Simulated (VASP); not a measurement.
Runs of VASP 6.6.1 on SrMg3O4. It takes space group P4/mmm (No. 123, tetragonal). Conventional cell: a = 3.301 Å, b = 3.301 Å, c = 8.980 Å, α = 90.00°, β = 90.00°, γ = 90.00°. Around Sr (site symmetry 4/mmm) lie 6 O at 2.33 to 2.47 Å. Around Mg (site symmetry 4mm) lie 5 O at 2.04 to 2.33 Å. Around Mg (site symmetry 4/mmm) lie 2 O at 2.02 Å. O (site symmetry 4/mmm) has 6 Mg at 2.04 to 2.33 Å as nearest neighbours. O (site symmetry 4mm) has 1 Mg at 2.02 Å as nearest neighbours. O (site symmetry 4/mmm) is surrounded by 4 Sr at 2.33 Å and 2 Mg at 2.45 Å. The cell comes from a database or a generator and needn't be the stable form of this composition.

```csv
task,level,potentials or basis,smearing,gap on the mesh (eV),pressure (GPa),largest force (eV/Å)
single point,LDA,"VASP PAW LDA potentials, release 64 (Sr_sv, Mg_pv, O)",gaussian 0.05 eV,2.04,(b),0.17
single point,vdW-DF,"VASP PAW PBE potentials, release 64 (Sr_sv, Mg, O)",tetrahedron,2.43,(a),0.10
single point,PBE,"VASP PAW PBE potentials, release 64 (Sr_sv, Mg, O)",fermi-dirac 0.05 eV,2.14,-0.7,0.11
dielectric tensor,PW91+D3(BJ),"VASP PAW PBE potentials, release 64 (Sr_sv, Mg, O)",fermi-dirac 0.02 eV,2.18,-,-
```

Alike in all rows: no spin polarisation; cell as given; k mesh 8 × 8 × 3; cutoff (eV) 520.

Fill in the values left out.

(a) 2.0; (b) -8.0.

Caveats: an odd mesh through Γ misses points on the zone boundary, where band edges often lie; the PAW data sets were made with another functional, which shifts forces and pressure a little (some runs).

A k mesh can miss the band edges, and the runs leave out spin-orbit coupling on Sr.

Not every run made on this cell is shown here.
